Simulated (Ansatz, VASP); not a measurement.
# Cross-check of TaTeS between VASP and Ansatz

Aim: how closely do two programs agree when they are given the same cell, functional and k mesh? The cell is invented: As first built, before any earlier steps moved the atoms (in the runner's words): it takes the TaSeS structure with some of its atoms replaced by other elements, volume scaled by an estimate. It may not be a known or stable phase. The cell is taken from a series of runs on this material, whose earlier steps may have relaxed, scaled, displaced or heated it; both programs get it as it stands.

Program: Ansatz 0.2.0. Level of theory: plane waves, with VASP 6.6.1 beside it; single point at BLYP. Results are calculated unless marked as measured.

### 1. The starting structure

It takes space group P3m1 (No. 156, trigonal). Conventional cell: a = 3.581 Å, b = 3.581 Å, c = 8.563 Å, α = 90.00°, β = 90.00°, γ = 120.00°. Nearest to Ta lie 3 S at 2.46 Å and 3 Te at 2.81 Å. Te has 3 Ta at 2.81 Å nearest. S has 3 Ta at 2.46 Å nearest. As first built, before any earlier steps moved the atoms (in the runner's words): sites of the TaSeS structure (space group 156) filled with other elements, volume scaled by an estimate. Farther neighbours and most contacts between anions are not listed.

### 2. VASP: single point, BLYP

With cell and atoms fixed, the geometry can't cause a difference; cores, projectors, grids and the points listed under the comparison can.

Lines of VASP's logs that name or quote its potential files are left out, and so is its time.

The input, INCAR:

```
SYSTEM = TaTeS
PREC = Accurate
ENCUT = 400
EDIFF = 1E-06
NELM = 100
ISMEAR = -1
SIGMA = 0.05
LREAL = .FALSE.
ALGO = Normal
GGA = B5
ALDAX = 1
AGGAX = 1
AGGAC = 1
ALDAC = 0
NBANDS = 18
LORBIT = 11
LWAVE = .FALSE.
LCHARG = .FALSE.
KPAR = 2
ISIF = 2
```

The input, POSCAR:

```
TaTeS
1.0
    3.5807689461      0.0000000000      0.0000000000
   -1.7903844730      3.1010363307      0.0000000000
    0.0000000000      0.0000000000      8.5634396072
Ta Te S
1 1 1
Direct
    0.0000000000      0.0000000000      0.0218637204
    0.6666666700      0.3333333300      0.8002057846
    0.3333333300      0.6666666700      0.1779304949
```

The input, KPOINTS:

```
Automatic mesh
0
Gamma
8 8 3
0 0 0
```

The projector-augmented-wave data sets are Ta_sv_GW, Te_GW and S_GW (PBE family, release 64).

Started as:

```sh
$ mpirun -np 2 vasp_std
```

Numbers of over 12 decimals in the logs are rounded to 6 here.

Output:

```text
[banner, memory and clock lines left out]
running    2 mpi-ranks, on    1 nodes
 distrk:  each k-point on    1 cores,    2 groups
 distr:  one band on    1 cores,    1 groups

 POSCAR found type information on POSCAR TaTeS
 POSCAR found :  3 types and       3 ions
|                                                                             |
|               ----> ADVICE to this user running VASP <----                  |
|                                                                             |
|     You enforced a specific xc type in the INCAR file but a different       |
|     [... a line on the potential file left out ...]
|     I HOPE YOU KNOW WHAT YOU ARE DOING!                                     |
|                                                                             |

 LDA part: xc-table for (Slater(with rela. corr.)+VWN5), standard interpolation
 POSCAR, INCAR and KPOINTS ok, starting setup
 FFT: planning ... GRIDC
 FFT: planning ... GRID_SOFT
 FFT: planning ... GRID
 WAVECAR not read
 entering main loop
       N       E                     dE             d eps       ncg     rms          rms(c)
DAV:   1     0.175509826022E+03    0.17551E+03   -0.10166E+04   948   0.962E+02
DAV:   2    -0.105693686947E+02   -0.18608E+03   -0.18323E+03  1234   0.270E+02
DAV:   3    -0.233461543337E+02   -0.12777E+02   -0.12722E+02  1396   0.763E+01
DAV:   4    -0.235543222248E+02   -0.20817E+00   -0.20788E+00  1354   0.953E+00
DAV:   5    -0.235618605720E+02   -0.75383E-02   -0.75364E-02  1396   0.142E+00    0.674E+01
DAV:   6    -0.211254760554E+02    0.24364E+01   -0.13345E+01  1048   0.160E+01    0.874E+01
DAV:   7    -0.228565215048E+02   -0.17310E+01   -0.51539E+00  1242   0.892E+00    0.144E+02
DAV:   8    -0.210539819455E+02    0.18025E+01   -0.96089E+00  1188   0.139E+01    0.639E+01
DAV:   9    -0.209286411139E+02    0.12534E+00   -0.13982E+00  1070   0.604E+00    0.223E+01
DAV:  10    -0.209319719510E+02   -0.33308E-02   -0.54559E-02  1360   0.140E+00    0.560E+00
DAV:  11    -0.209314939451E+02    0.47801E-03   -0.53925E-03  1268   0.482E-01    0.247E+00
DAV:  12    -0.209316446571E+02   -0.15071E-03   -0.17936E-03  1372   0.328E-01    0.171E+00
DAV:  13    -0.209316435550E+02    0.11021E-05   -0.17044E-04  1218   0.831E-02    0.104E-01
DAV:  14    -0.209316537019E+02   -0.10147E-04   -0.29093E-05  1086   0.311E-02    0.119E-01
DAV:  15    -0.209316527519E+02    0.94994E-06   -0.15542E-05  1242   0.203E-02    0.457E-02
DAV:  16    -0.209316524880E+02    0.26397E-06   -0.21786E-06   928   0.873E-03
   1 F= -.20931652E+02 E0= -.20917725E+02  d E =-.278551E-01
```

Parts of OUTCAR (step 2):

```text
ion  position               nearest neighbor table
   1  0.000  0.000  0.022-   3 2.46   3 2.46   3 2.46   2 2.81   2 2.81   2 2.81
   2  0.667  0.333  0.800-   1 2.81   1 2.81   1 2.81
   3  0.333  0.667  0.178-   1 2.46   1 2.46   1 2.46

  LATTYP: Found a hexagonal cell.
 ALAT       =     3.5807689461
 C/A-ratio  =     2.3915085659

 Subroutine GETGRP returns: Found  6 space group operations
 (whereof  6 operations were pure point group operations)

The static configuration has the point symmetry C_3v.

 Found     25 irreducible k-points:

   k-points           NKPTS =     25   k-points in BZ     NKDIM =     25   number of bands    NBANDS=     18

   dimension x,y,z NGX =    24 NGY =   24 NGZ =   56
   dimension x,y,z NGXF=    48 NGYF=   48 NGZF=  112

   ENCUT  =  400.0 eV  29.40 Ry    5.42 a.u.   5.84  5.84 13.96*2*pi/ulx,y,z

   NELECT =      25.0000    total number of electrons

 k-points in reciprocal lattice and weights: Automatic mesh
   0.00000000  0.00000000  0.00000000       0.005
   0.12500000 -0.00000000  0.00000000       0.031
   0.25000000 -0.00000000  0.00000000       0.031
   0.37500000  0.00000000  0.00000000       0.031
   0.50000000 -0.00000000  0.00000000       0.016
   0.12500000  0.12500000  0.00000000       0.031
   0.25000000  0.12500000  0.00000000       0.062
   0.37500000  0.12500000  0.00000000       0.062
   0.25000000  0.25000000  0.00000000       0.031
[...]
0.25000000  0.25000000  0.33333333       0.062
   0.37500000  0.25000000  0.33333333       0.062

 average (electrostatic) potential at core
       1 -90.2378       2 -90.1441       3 -90.8322

 E-fermi :   4.7159

 k-point     1 :       0.0000    0.0000    0.0000
  band No.  band energies     occupation
    ...
      8       0.7861      2.00000
      9       0.7861      2.00000
     10       2.1423      2.00000
     11       4.6707      1.42401
     12       4.6707      1.42401
     13       5.0500      0.00250
     14       5.0500      0.00250
     15       5.2603      0.00004
     16       8.1923      0.00000
     17       8.7210      0.00000
    ...

 k-point     2 :       0.1250   -0.0000    0.0000
  band No.  band energies     occupation
    ...
      8       0.3605      2.00000
      9       0.8528      2.00000
     10       2.4674      2.00000
     11       3.3283      2.00000
     12       3.9948      2.00000
     13       4.8276      0.19342
     14       5.7381      0.00000
     15       5.8149      0.00000
     16       7.9396      0.00000
     17       8.5441      0.00000
    ...

 k-point     3 :       0.2500   -0.0000    0.0000
  band No.  band energies     occupation
    ...
      9       0.9430      2.00000
     10       1.3190      2.00000
     11       2.7038      2.00000
     12       3.4991      2.00000
     13       4.3881      1.99716
     14       5.9882      0.00000
     15       6.1942      0.00000
     16       7.9985      0.00000
     17       8.5061      0.00000
     18       9.6505      0.00000

  Total        2.5020543      2.5020534      2.5752906      0.0000000      0.0000000      0.0000000
  in kB       42.1576035     42.1575888     43.3915774      0.0000000      0.0000000      0.0000000
  external PRESSURE =      42.5689232 kB  Pullay stress =       0.0000000 kB

  energy-cutoff  :      400.00
  volume of cell :       95.09
      direct lattice vectors                 reciprocal lattice vectors
     3.580768946  0.000000000  0.000000000     0.279269625  0.161236421  0.000000000
    -1.790384473  3.101036331  0.000000000     0.000000000  0.322472842  0.000000000
     0.000000000  0.000000000  8.563439607     0.000000000  0.000000000  0.116775507

 POSITION                                       TOTAL-FORCE (eV/Angst)
 -----------------------------------------------------------------------------------
      0.00000      0.00000      0.18723        -0.000000     -0.000000      0.034522
      1.79038      1.03368      6.85251         0.000000     -0.000000     -0.834573
     -0.00000      2.06736      1.52370         0.000000      0.000000      0.800051
 -----------------------------------------------------------------------------------
    total drift:                                0.000003      0.000001      0.000231

  FREE ENERGIE OF THE ION-ELECTRON SYSTEM (eV)
  ---------------------------------------------------
  free  energy   TOTEN  =       -20.9316524880 eV

  energy  without entropy=      -20.9037973915  energy(sigma->0) =      -20.91772494

 total charge
# of ion       s       p       d       f       tot
--------------------------------------------------
    1        3.650   6.015   2.294   0.047  12.007
    2        1.624   2.611   0.101   0.000   4.337
    3        1.328   2.375   0.062   0.000   3.764
--------------------------------------------------
tot          6.602  11.001   2.457   0.047  20.108

[... 3 further parts left out ...]
```

The run ends at a pressure of 4.26 GPa, with forces up to 0.83 eV/Å.

### 3. Ansatz: single point, BLYP

Ansatz runs on its default PAW (the set named soft_2) files.

The same cell, functional (in two slightly different forms), mesh and smearing now go to Ansatz, which takes its cutoff from its data sets.

The input, input.yaml:

```yaml
crystal:
  lattice:
    - [3.5807689461, 0.0, 0.0]
    - [-1.790384473, 3.1010363307, 0.0]
    - [0.0, 0.0, 8.5634396072]
  atoms:
    - { symbol: Ta, position: [0.0, 0.0, 0.0218637204] }
    - { symbol: Te, position: [0.66666667, 0.33333333, 0.8002057846] }
    - { symbol: S, position: [0.33333333, 0.66666667, 0.1779304949] }
hamiltonian:
  xc: blyp
  pseudopotentials: { kind: paw }
kpoints:
  mp_grid: { grid: [8, 8, 3] }
scf:
  occupations: { method: fermi_dirac, width: 0.05 }
  n_extra_bands: 4
output:
  forces: true
  stress: true
  eigenvalues: true
```

Started as:

```sh
$ ansatz run input.yaml --threads 2 --pin off --max-ram 4608MiB --backend cpu --events-out ev --progress --plain --runs-dir out
```

Output:

```text
scf.n_extra_bands = 4 over 18 filled bands (N_el = 35.0): the run solves 22 bands
Engine: ansatz 0.2.0, aarch64-unknown-linux-gnu
Pseudopotentials: kind: paw
Pseudopotential: Ta, paw, valence charge 13, recommended cutoff 420 eV (normal), Ta.paw.azcp
Pseudopotential: Te, paw, valence charge 16, recommended cutoff 420 eV (normal), Te.paw.azcp
Pseudopotential: S, paw, valence charge 6, recommended cutoff 420 eV (normal), S.paw.azcp
Functional definition: BLYP
  parameter beta = 0.0042
  parameter a = 0.04918
  parameter b = 0.132
  parameter c = 0.2533
  parameter d = 0.349
  exchange = b88_x(beta = beta)
  correlation = lyp_c(a = a, b = b, c = c, d = d)
Crystal: 3 atoms, lattice volume = 95.089 Å³
Basis set: ecut = 420 eV, 1835 PW (Γ), exchange–correlation on 48×48×120 points (8 copies of the dense FFT grid, shifted against one another)
Bands: 22, of which v1, the nominal top of the filled ones, is band 18 counted from 1 (17 counted from 0)
Symmetry: 6 space group operations
Space group: P3m1 (ITA 156), of the structure as read, at distance tolerance 4.6e-5 Å
k-points: 25 of 192 (time reversal used)
Non-local potential: Ta, projectors of the file, l = 0: 3, l = 1: 2, l = 2: 2, l = 3: 1
Non-local potential: Te, projectors of the file, l = 0: 2, l = 1: 2, l = 2: 2, l = 3: 2
Non-local potential: S, projectors of the file, l = 0: 2, l = 1: 2, l = 2: 2
PAW form: soft (Blöchl's): semilocal exchange-correlation on the pseudo side does not see the compensation charge
PAW frozen core: Ta, regenerated for the run's functional, and the local potential with it (the file was generated under x = pbe(κ = 0.804, μ = 0.219515), c = pbe(β = 0.066725))
PAW frozen core: Te, regenerated for the run's functional, and the local potential with it (the file was generated under x = pbe(κ = 0.804, μ = 0.219515), c = pbe(β = 0.066725))
PAW frozen core: S, regenerated for the run's functional, and the local potential with it (the file was generated under x = pbe(κ = 0.804, μ = 0.219515), c = pbe(β = 0.066725))
PAW one-centre angular grid: Ta, 590 points (default); XC on 64 Gauss nodes
PAW one-centre angular grid: Te, 590 points (default); XC on 64 Gauss nodes
PAW one-centre angular grid: S, 110 points (default); XC on 64 Gauss nodes
Initial density: superposition of atomic densities (neutral atoms: chi_scale 0, normalization atom), corrected by the library's trained network
Initial wavefunctions: pseudopotential atomic-orbital guess
Functional: x = b88, c = lyp
SCF iter   1: F=—  HF=-17861.862811 eV  |F-HF|=—  |Δ(HF+E_count)|=         —  Δρ=7.00e-3  dr2=1.28e-1  ethr=1.77e-3  ⟨swp⟩=6.2  Hψ=2814  notcnv=0
preconditioner: auto → LDOS  [metal: Δε(μ)=0.122 eV  Ē_g=7.819 eV  σ=0.050 eV  W_gap=0.48  n_scr=24 (ndim 8)  ℏωp=15.7 eV  f_vac=0.266  D(μ)=3.69/eV (n_scr^D=36)  β→1.0]
SCF iter   2: F=—  HF=-17861.836181 eV  |F-HF|=—  |Δ(HF+E_count)|=   2.66e-2  Δρ=2.45e-3  dr2=1.24e-2  ethr=3.66e-4  ⟨swp⟩=2.1  Hψ=1000  notcnv=0
SCF iter   3: F=—  HF=-17861.836130 eV  |F-HF|=—  |Δ(HF+E_count)|=   5.13e-5  Δρ=1.08e-3  dr2=3.22e-3  ethr=3.54e-5  ⟨swp⟩=2.0  Hψ=867  notcnv=0
SCF iter   4: F=—  HF=-17861.835680 eV  |F-HF|=—  |Δ(HF+E_count)|=   4.49e-4  Δρ=3.54e-4  dr2=2.76e-4  ethr=9.20e-6  ⟨swp⟩=2.2  Hψ=798  notcnv=0
SCF iter   5: F=—  HF=-17861.835631 eV  |F-HF|=—  |Δ(HF+E_count)|=   4.92e-5  Δρ=1.66e-4  dr2=3.08e-5  ethr=7.90e-7  ⟨swp⟩=2.0  Hψ=942  notcnv=0
SCF iter   6: F=—  HF=-17861.835580 eV  |F-HF|=—  |Δ(HF+E_count)|=   5.11e-5  Δρ=5.76e-5  dr2=5.30e-6  ethr=8.81e-8  ⟨swp⟩=2.0  Hψ=964  notcnv=0
SCF iter   7: F=—  HF=-17861.835580 eV  |F-HF|=—  |Δ(HF+E_count)|=   3.71e-7  Δρ=2.15e-5  dr2=5.02e-7  ethr=1.51e-8  ⟨swp⟩=2.0  Hψ=910  notcnv=0
SCF iter   8: F=-17861.835580 eV  HF=-17861.835580 eV  |F-HF|=4.36e-8  |Δ(HF+E_count)|=   2.95e-8  Δρ=6.44e-6  dr2=7.74e-8  ethr=2.86e-10  ⟨swp⟩=7.0  Hψ=2604  notcnv=0
SCF 1 converged in 8 iterations: F = -17861.835580 eV  dr2 = 7.74e-8
  greatest PAW one-centre occupation: 1.000 electrons in one spin orbital (limit 2), on the Ta atom at site 0 (counted from 0), in its partial waves of l = 0
SCF converged after 8 iterations
Free energy (F): -17861.835580 eV
Harris-Foulkes:  -17861.835580 eV  (|F-HF|=4.36e-8)
Internal energy: -17861.807833 eV  (E = F + TS)
E sigma→0 (E₀):  -17861.821707 eV
Entropy (-TS):   -0.027747 eV (-9.249 meV/atom)
Fermi energy:    7.497298 eV
--- Per-component energies (eV) ---
  E_band       = -550.186804
  E_kinetic    = 656.578658
  E_local      = -4782.449463  (includes V_loc(G=0)·N_el)
  E_nonlocal   = -268.977667
  E_hartree    = 2363.907148
  E_xc         = -434.329705
  E_vxc        = -387.497084  (∫ρ·V_xc dr)
  E_paw        = -13711.484407  (= ΣΔE_a)
  E_vpaw       = -495.666752  (= ΣTr[D̂ρ^β])
  E_aug_tail   = -0.000038  (compensation charges beyond the density's cutoff)
  E_ewald      = -1685.277234
  E_core_change = 0.224873  (= ΣΔE_core)
  E_smearing   = -0.027747  (= −TS)
  E_closure    = -0.000000  (closes the sum)
  Σ components = -17861.835580   (vs F -17861.835580, Δ=0.00e0)
--- Forces (eV/Å), atoms counted from 1 ---
  atom   1  Ta     0.00000000    -0.00000000     0.01895636
  atom   2  Te     0.00000000    -0.00000000    -0.78499520
  atom   3  S     -0.00000000     0.00000000     0.76609033
  max |Σ_I F_I| component: 5.15e-5 eV/Å
--- Stress (GPa, compression-positive) ---
        4.236702       0.000000       0.000000
        0.000000       4.236702      -0.000000
        0.000000      -0.000000       4.318056
  P = ⅓ Tr σ = 4.2638 GPa (42.638 kbar)
--- Band table (eV; the first three rows and the last of 25) ---
  k-point 0: bands = [... 14 lower, 4.9134, 7.4596, 7.4596, 7.8198, 7.8198, 8.0449, 10.9476, 11.4880]
  k-point 1: bands = [... 14 lower, 4.7655, 7.4595, 7.4595, 7.8185, 7.8185, 8.1617, 11.3496, 11.4932]
  k-point 2: bands = [... 14 lower, 5.2378, 6.1051, 6.7770, 7.6113, 8.5135, 8.5918, 10.7106, 11.3146]
  k-point 24: bands = [... 14 lower, 3.9205, 4.1911, 4.6471, 8.0621, 8.7830, 8.9574, 10.7463, 11.6593]
```

The run ends at a pressure of 4.26 GPa, with forces up to 0.78 eV/Å.

### 4. Side by side

Known differences besides the potentials themselves: the data sets hold 35 valence electrons in Ansatz (default PAW (the set named soft_2) files) and 25 in VASP; the cutoff is 420 eV in Ansatz and 400 eV in VASP; Ansatz makes its cores anew for this functional, VASP keeps those of its PBE data sets; VASP leaves aspherical gradient terms in its spheres out (LASPH is not set), Ansatz keeps them; VASP's log shows a relativistic correction to its local exchange, Ansatz's none. Total energies have different zeros and are not compared.

Compared:

```tsv
quantity	Ansatz	VASP	difference
pressure (GPa)	4.26	4.26	+0.01
```

Forces (eV/Å; atoms numbered as in POSCAR):

```tsv
atom	Ansatz x, y, z	VASP x, y, z
Ta1	0.000, 0.000, 0.019	0.000, 0.000, 0.035
Te2	0.000, 0.000, -0.785	0.000, 0.000, -0.835
S3	0.000, 0.000, 0.766	0.000, 0.000, 0.800
```

The forces differ by 21 meV/Å r.m.s., which is 5.4 % of the r.m.s. force of 0.39 eV/Å (both taken over all components). Ansatz's pressure holds a Pulay correction of 0.02 GPa; VASP's holds none.

### 5. What the set-up changes

Further runs change the set-up of one program: Ansatz's method, potentials or start, or VASP's data sets, cutoff or form of LDA. The table gives Ansatz less VASP for each quantity, since a change that brings one quantity closer may part another.

```tsv
run	r.m.s. force difference (meV/Å)	pressure (GPa)
as above	21	0.0069
VASP with the data sets Ta_pv, Te and S_h and a cutoff of 530 eV	36	-0.34
```

### 6. Outcome

```
r.m.s. force difference (single point, BLYP) : 5.4 % of the r.m.s. force
```

In words: The r.m.s. force difference is 5.4 % of the r.m.s. force (single point, BLYP), beyond the 3 % picked in this series as the mark of a large difference. Single point, BLYP, VASP with the data sets Ta_pv, Te and S_h and a cutoff of 530 eV: r.m.s. force difference goes from 21 to 36 meV/Å; the difference in pressure goes from 0.0069 to -0.34 GPa. Such differences can come from data sets, numerical settings and the points named under the comparisons, not from the functional's error against experiment.

[Lines on the potential files, build, host, timing and source positions are cut from VASP's logs without a mark.]

[Logs are printed without paths, hosts, clocks, repeated set-up lines and the standing remarks that a program may print on its own settings, such as how far it seeks lower states.]

[Hosts, paths, dates, database ids (printed as entryN), source tags and the programs' standing remarks are cut or masked in the printed files.]
